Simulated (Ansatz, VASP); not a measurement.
# BAs in two plane-wave programs, part 3 of 3

One calculation is typed for both programs; each brings its own data sets. How far apart do they land? The cell is taken from a series of runs on this material, whose earlier steps may have relaxed, scaled, displaced or heated it; both programs get it as it stands.

VASP 6.6.1 and Ansatz 0.2.0.

So far: The structure; VASP: zone-centre phonons, LDA, pair 1; Ansatz: zone-centre phonons, LDA, pair 1; Side by side.

## (5) VASP: zone-centre phonons, LDA, pair 2

Level of this step: LDA; plane waves and PAW (B, As) (VASP).

Second derivatives magnify differences that forces hide, and they need a tight electronic threshold. The cell compared in this pair holds 26.09 Å³, against 26.49 Å³ for the pair before.

INCAR

```
SYSTEM = BAs
PREC = Accurate
ENCUT = 500
EDIFF = 1E-08
NELM = 120
ISMEAR = 0
SIGMA = 0.01
LREAL = .FALSE.
ALGO = Normal
GGA = CA
NBANDS = 10
LORBIT = 11
LWAVE = .FALSE.
LCHARG = .FALSE.
ISIF = 2
IBRION = 8
LEPSILON = .TRUE.
LASPH = .TRUE.
GGA_COMPAT = .FALSE.
EFERMI = MIDGAP
KPAR = 2
```

POSCAR

```
BAs
1.0
    0.0000000000      2.3541500791      2.3541500791
    2.3541500791      0.0000000000      2.3541500791
    2.3541500791      2.3541500791      0.0000000000
B As
1 1
Direct
    0.0000000000      0.0000000000      0.0000000000
    0.7500000000      0.7500000000      0.7500000000
```

KPOINTS

```
Automatic mesh
0
Gamma
12 12 12
0 0 0
```

PAW data sets: B and As (LDA family, release 64).

On the command line:

```bash
$ mpirun -np 2 vasp_std
```

Numbers of over 12 decimals in the logs are rounded to 6 here.

The log of the run:

```text
[... set-up lines as in an earlier step ...]
 entering main loop
       N       E                     dE             d eps       ncg     rms          rms(c)
DAV:   1     0.102903592488E+02    0.10290E+02   -0.37306E+03  1440   0.681E+02
DAV:   2    -0.131194931773E+02   -0.23410E+02   -0.21988E+02  1976   0.107E+02
DAV:   3    -0.137373086471E+02   -0.61782E+00   -0.61698E+00  1688   0.172E+01
DAV:   4    -0.137389051705E+02   -0.15965E-02   -0.15964E-02  1756   0.988E-01
[...]
DAV:  11    -0.129206171619E+02   -0.13838E-05   -0.16384E-06  1734   0.941E-03    0.135E-02
DAV:  12    -0.129206170030E+02    0.15887E-06   -0.75837E-07  1588   0.390E-03    0.298E-03
DAV:  13    -0.129206170053E+02   -0.22944E-08   -0.28183E-08  1650   0.123E-03
   1 F= -.12920617E+02 E0= -.12920617E+02  d E =0.000000E+00
 Linear response reoptimize wavefunctions to high precision
DAV:   1    -0.129206170045E+02    0.82900E-09   -0.57170E-09  1594   0.351E-04
DAV:   2    -0.129206170045E+02   -0.94360E-11   -0.12167E-10   900   0.932E-05
 Linear response G [H, r] |phi>, progress :
  Direction:   1
[...]
RMM:  10    -0.417329260507E-01    0.94527E-09   -0.12001E-08  9155   0.293E-05    0.456E-07
 first order change of Fermi-energy   0.24183E+01
 force on displaced ion       1 direction 1 : -17.799   0.000   0.000
 Born effective charge ion    1 direction 1 :  -0.627   0.000   0.000
 Linear response progress:
  Degree of freedom:   2/  2
       N       E                     dE             d eps       ncg     rms          rms(c)
RMM:   1    -0.400339914546E-01   -0.40034E-01    0.27610E-02 13389   0.115E+00
RMM:   2    -0.377073043742E-01    0.23267E-02   -0.14653E-03  8930   0.214E-01    0.984E-02
RMM:   3    -0.375566569108E-01    0.15065E-03   -0.12557E-04  9542   0.265E-02    0.576E-02
RMM:   4    -0.375957414891E-01   -0.39085E-04   -0.11314E-04  9376   0.298E-02    0.318E-03
[...]
RMM:   8    -0.375760440710E-01    0.18831E-07    0.27204E-08 10108   0.560E-05    0.129E-05
RMM:   9    -0.375760831736E-01   -0.39103E-07   -0.57008E-08  9953   0.460E-05    0.637E-07
RMM:  10    -0.375760863261E-01   -0.31525E-08   -0.11887E-08  7759   0.425E-05    0.303E-07
 first order change of Fermi-energy  -0.24181E+01
 force on displaced ion       2 direction 1 : -17.798   0.000   0.000
 Born effective charge ion    2 direction 1 :   0.622   0.000   0.000
 Born effective charges drift removed
 Linear response finished
```

Parts of OUTCAR (step 5):

```text
  Total        0.5426144      0.5426144      0.5426144     -0.0000000     -0.0000000      0.0000000
  in kB       33.3172737     33.3172737     33.3172737     -0.0000000     -0.0000000      0.0000000
  external PRESSURE =      33.3172737 kB  Pullay stress =       0.0000000 kB

 POSITION                                       TOTAL-FORCE (eV/Angst)
 -----------------------------------------------------------------------------------
      0.00000      0.00000      0.00000         0.000000      0.000000      0.000000
      3.53123      3.53123      3.53123        -0.000000     -0.000000     -0.000000
 -----------------------------------------------------------------------------------
    total drift:                               -0.000000     -0.000000     -0.000000

 MACROSCOPIC STATIC DIELECTRIC TENSOR (including local field effects in DFT)
 ------------------------------------------------------
           9.595135    -0.000000    -0.000000
          -0.000000     9.595135    -0.000000
           0.000000    -0.000000     9.595135
 ------------------------------------------------------

 MACROSCOPIC STATIC DIELECTRIC TENSOR IONIC CONTRIBUTION
 ------------------------------------------------------
           0.150991    -0.000000     0.000000
          -0.000000     0.150991    -0.000000
           0.000000    -0.000000     0.150991
 ------------------------------------------------------

[... 2 further parts left out ...]
```

## (6) Ansatz: zone-centre phonons, LDA, pair 2

The same cell, functional (in two slightly different forms) and mesh now go to Ansatz, which takes its cutoff from its data sets.

The cell is taken from a series of runs on this material, whose earlier steps may have relaxed, scaled, displaced or heated it; both programs get it as it stands.

input.yaml

```yaml
crystal:
  lattice:
    - [0.0, 2.3541500791, 2.3541500791]
    - [2.3541500791, 0.0, 2.3541500791]
    - [2.3541500791, 2.3541500791, 0.0]
  atoms:
    - { symbol: B, position: [0.0, 0.0, 0.0] }
    - { symbol: As, position: [0.75, 0.75, 0.75] }
kpoints:
  mp_grid: { grid: [12, 12, 12] }
hamiltonian:
  xc: lda
scf:
  occupations: { method: fixed }
output:
  eigenvalues: true
phonons:
  method: dfpt
  qmesh: [3, 3, 3]
  temperatures: { t_max: 1000, t_step: 50 }
  qpath:
    path:
      - [[0.0, 0.0, 0.0], [0.5, 0.0, 0.5], [0.5, 0.25, 0.75], [0.375, 0.375, 0.75], [0.0, 0.0, 0.0], [0.5, 0.5, 0.5], [0.625, 0.25, 0.625], [0.5, 0.25, 0.75], [0.5, 0.5, 0.5], [0.375, 0.375, 0.75]]
      - [[0.625, 0.25, 0.625], [0.5, 0.0, 0.5]]
    npoints: 10
```

On the command line:

```bash
$ ansatz run input.yaml --threads 16 --pin off --max-ram 61440MiB --backend cuda --events-out ev --progress --plain --runs-dir out
```

The log of the run:

```text
[...]
Crystal: 2 atoms, lattice volume = 26.094 Å³
Basis set: ecut = 420 eV, 531 PW (Γ), exchange–correlation on 48×48×48 points (8 copies of the dense FFT grid, shifted against one another)
Bands: 13, of which v1, the nominal top of the filled ones, is band 9 counted from 1 (8 counted from 0)
Symmetry: 24 space group operations
k-points: 72 of 1728 (time reversal used)
[...]
optical modes at Γ + LO–TO along q̂ = [0.0000, 1.0000, 0.0000]:
      ω (cm⁻¹)  modes    IR ((D/Å)²/amu)
        710.76      2             1.6594
        715.72      1             0.8297
  optical modes at Γ + LO–TO along q̂ = [0.0000, 0.0000, 1.0000]:
      ω (cm⁻¹)  modes    IR ((D/Å)²/amu)
        710.76      2             1.6594
        715.72      1             0.8297
--- Phonons (arbitrary-q DFPT): 4 irreducible q on the 3×3×3 mesh ---
[...]
interpolated dispersion: 103 rows × 6 modes
[...]
[key lines of the parts left out:]
SCF converged after 8 iterations
Free energy (F): -4923.526220 eV
Fermi energy:    11.544510 eV
```

## (7) Differences

What differs besides the data sets and the points named for the pairs above, as far as they apply: the data sets hold 18 valence electrons in Ansatz (on its default PAW (the set named soft_2) files) and 8 in VASP. Total energies have different zeros and are not compared.

Compared:

| quantity | Ansatz | VASP | difference |
| --- | --- | --- | --- |
| ε∞ xx | 9.58 | 9.60 | -0.14 % |
| ε∞ yy | 9.58 | 9.60 | -0.14 % |
| ε∞ zz | 9.58 | 9.60 | -0.14 % |
| Born charge of B1 (mean of the diagonal) (e) | -0.58 | -0.62 | +0.04 |
| Born charge of As2 (mean of the diagonal) (e) | 0.58 | 0.62 | -0.04 |
| optical mode 1 to 3 (cm⁻¹) | 710.8 | 715.8 | -0.70 % |

Modes are paired by rising frequency, not by their patterns, so a pair may set unlike modes beside each other; they are those without the splitting of longitudinal modes.

## (8) Outcome

```
r.m.s. difference of the optical zone-centre modes, each program's sorted by frequency (zone-centre phonons, LDA, pair 1) : 4.9 cm⁻¹
difference in ε∞ xx (zone-centre phonons, LDA, pair 1)                                                                    : -0.7 %
r.m.s. difference of the optical zone-centre modes, each program's sorted by frequency (zone-centre phonons, LDA, pair 2) : 5.0 cm⁻¹
difference in optical mode 1 to 3 (zone-centre phonons, LDA, pair 2)                                                      : -0.7 %
```

What this shows: The r.m.s. difference of the optical zone-centre modes, each program's sorted by frequency is 4.9 cm⁻¹ (zone-centre phonons, LDA, pair 1). The data sets hold unlike numbers of valence electrons (18 in Ansatz and 8 in VASP), so part of the differences comes from the potentials. Among the rows given in per cent, the largest difference of the zone-centre phonons, LDA, pair 1 pair is in ε∞ xx, -0.7 %. Among the rows given in per cent, the largest difference of the zone-centre phonons, LDA, pair 2 pair is in optical mode 1 to 3, -0.7 %. Such differences can come from data sets, numerical settings and the points named under the comparisons, not from the functional's error against experiment.

[Lines on the potential files, build, host, timing and source positions are cut from VASP's logs without a mark.]

[Logs are printed without paths, hosts, clocks, repeated set-up lines and the standing remarks that a program may print on its own settings, such as how far it seeks lower states.]

[Hosts, paths, dates, database ids (printed as entryN), source tags and the programs' standing remarks are cut or masked in the printed files.]
